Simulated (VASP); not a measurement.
## TiC (space group Fm-3m): computed properties

Level of theory: SCAN meta-GGA, VASP's PBE PAW potentials (set 64) (plane waves; VASP).

```
Item                                                                   Value
----------------------------------  ----------------------------------------
space group                                                      Fm-3m (225)
cell                                a = b = c = 4.3268 Å, α = β = γ = 90.00°
volume per atom                                               10.13 Å^3/atom
band gap (over mesh and band path)  none (metal, semimetal or under 0.01 eV)
density                                                           4.91 g/cm³
```

```cif
data_CTi
_chemical_formula_sum 'Ti1 C1'
_space_group_name_H-M_alt 'P 1'
_space_group_IT_number 1
_cell_length_a 3.05953
_cell_length_b 3.05953
_cell_length_c 3.05953
_cell_angle_alpha 60.000
_cell_angle_beta 60.000
_cell_angle_gamma 60.000
loop_
_space_group_symop_operation_xyz
  'x, y, z'
loop_
_atom_site_label
_atom_site_type_symbol
_atom_site_fract_x
_atom_site_fract_y
_atom_site_fract_z
_atom_site_occupancy
Ti1 Ti 0.50000 0.50000 0.50000 1
C1 C 0.00000 0.00000 0.00000 1
```

The structure comes from a measured TiC entry (Fm-3m) of the Crystallography Open Database, whose conditions weren't checked. It was relaxed first. Symmetry was kept, so distortions that lower it aren't found.
